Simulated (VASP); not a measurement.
The input files of a VASP run:

INCAR:
```
LREAL=.FALSE.   # projection in real space or not
IBRION=2   # conjugate gradients
SIGMA=0.1   # width (eV)
METAGGA=R2SCAN
NSW=40   # most ionic steps
LWAVE=.FALSE.
LMIXTAU=.TRUE.
NELM=100   # most electronic steps
ALGO=Normal   # blocked Davidson
PSTRESS=50   # kbar
ISIF=3   # ions, shape and volume
LMAXMIX=4   # l cut-off of mixed one-centre charges
EDIFF=1E-7   # SCF stop (eV)
LCHARG=.FALSE.
SYSTEM=AgAs
LASPH=.TRUE.   # aspherical one-centre terms
ISMEAR=1   # Methfessel-Paxton
PREC=Accurate
ENCUT=480
EDIFFG=-0.01
```

### KPOINTS
```
kpoints
0
G
 10 10 10
```

File POSCAR:
```
AgAs
1.0
  3.3387446780   0.0000000000   0.0000000000
  0.0000000000   3.3387446780   0.0000000000
  0.0000000000   0.0000000000   3.3387446780
Ag As
1 1
direct
  0.0000000000   0.0000000000   0.0000000000
  0.5000000000   0.5000000000   0.5000000000
```

POTCAR, in this order: Ag As (PBE.64 set). Program: vasp_std.

Task: Translate this r2SCAN calculation to Ansatz.

Result: One equivalent input (not run):
Ansatz 0.2 input:
```yaml
crystal:
  lattice:
    - [3.3387447, 0.0000000, 0.0000000]
    - [0.0000000, 3.3387447, 0.0000000]
    - [0.0000000, 0.0000000, 3.3387447]
  atoms:
    - { symbol: Ag, position: [0.0000000, 0.0000000, 0.0000000] }
    - { symbol: As, position: [0.5000000, 0.5000000, 0.5000000] }
kpoints:
  mp_grid: { grid: [10, 10, 10] }
hamiltonian:
  xc: r2scan
  pseudopotentials: { kind: paw }
scf:
  occupations: { method: methfessel_paxton, width: 0.1 }
  max_iter: 100
relax:
  max_steps: 40
  f_tol: 0.01
  cell: { p_target: 5 }
output: { forces: true, stress: true, eigenvalues: true }
```
The two are equivalent in intent, not identical: each code has its own PAW files, so the cut-off isn't converted (ENCUT is set for VASP's; basis.ecutwfc is left out, and Ansatz then takes the one that its files recommend); Ansatz stops its SCF on the density residual and VASP on the energy change (EDIFF).

The structure was generated: AgAs was put into the CsCl type (Pm-3m), which need not be its known phase. This run relaxes it under an external pressure of 5 GPa. Symmetry was kept, so distortions that lower it aren't found.
